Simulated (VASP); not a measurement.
Take KMgF3 (cubic perovskite), against free atoms with fixed spin and no zero-point term, in VASP with PAW potentials, and its cohesive energy.

Problem. One run gives 4.64 eV/atom. Which level is it?
A. revPBE
B. PBE
C. LDA
D. PBEsol

Solution. D, PBEsol.  The others give 4.18 (revPBE), 5.17 (LDA), 4.44 (PBE).

Only levels that ran to the end are used. Left out are those held back, those with too coarse a band path, GW runs whose mesh misses a band edge, hybrids' fits of cells that aren't cubic and levels without matching references; a question may draw on a part of the rest.
